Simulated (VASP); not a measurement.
An input for Ansatz (written as the equivalent of a VASP run, and not itself run):

Ansatz 0.2 input:
```yaml
crystal:
  lattice:
    - [0.0000000, 2.9291436, 2.9291436]
    - [2.9291436, 0.0000000, 2.9291436]
    - [11.7063060, 11.7063060, 0.0102685]
  atoms:
    - { symbol: Hg, position: [0.0012753, 0.0012753, 0.9990435] }
    - { symbol: Hg, position: [0.9991595, 0.9991595, 0.2506304] }
    - { symbol: S, position: [0.2497359, 0.2497359, 0.0626981] }
    - { symbol: S, position: [0.2478287, 0.2478287, 0.3141285] }
    - { symbol: S, position: [0.2502997, 0.2502997, 0.5622752] }
    - { symbol: S, position: [0.2528308, 0.2528308, 0.8103769] }
    - { symbol: Cd, position: [0.9984938, 0.9984938, 0.5011297] }
    - { symbol: Cd, position: [0.0003763, 0.0003763, 0.7497178] }
kpoints:
  mp_grid: { grid: [10, 10, 3] }
hamiltonian:
  xc: pbesol
  pseudopotentials: { kind: paw }
scf:
  occupations: { method: tetrahedron }
  max_iter: 100
output: { forces: true, stress: true, eigenvalues: true }
```

### Question
Translate this input to VASP (INCAR, KPOINTS, POSCAR, choice of POTCAR).

### Answer
Several could match; the one computed here: 
### INCAR
```
# general
SYSTEM  = Cd2Hg2S4
PREC    = Accurate
ENCUT   = 400
LREAL   = .False.
LASPH   = .True.

# electronic loop
EDIFF   = 1E-7
NELM    = 100
ALGO    = Normal
LMAXMIX = 6

# smearing
ISMEAR  = -5

# functional
GGA     = PS

# ions
ISIF    = 2

# output
LWAVE   = .False.
LCHARG  = .True.
LORBIT  = 11
NEDOS   = 601

# other
LEFG    = .True.
```

KPOINTS:
```
Automatic mesh
0
Gamma
10 10 3
0 0 0
```

POSCAR:
```
Cd2Hg2S4
1.0
  0.0000000000   2.9291436098   2.9291436098
  2.9291436098   0.0000000000   2.9291436098
 11.7063059750  11.7063059750   0.0102684642
Hg S Cd
2 4 2
Cart
 11.6988444517  11.6988444517   0.0177299884
  5.8606374704   5.8606374704   5.8559369691
  1.4654751908   1.4654751908   1.4636684196
  4.4032101255   4.4032101255   1.4550770947
  7.3153294936   7.3153294936   1.4721013355
 10.2270975730  10.2270975730   1.4894768647
  8.7911088185   8.7911088185   5.8546092308
  8.7775280997   8.7775280997   0.0099027288
```

POTCAR, in this order: Hg S Cd (PBE.64 set). Program: vasp_std.

What does not carry over: each code has its own PAW files, so the cut-off isn't converted (ENCUT is set for VASP's; basis.ecutwfc is left out, and Ansatz then takes the one that its files recommend); Ansatz stops its SCF on the density residual and VASP on the energy change (EDIFF); the field gradients of LEFG aren't asked of the other code.

The structure was generated: Cd2Hg2S4 was put into an ordered model structure (R3m), which need not be its known phase. It was relaxed first.
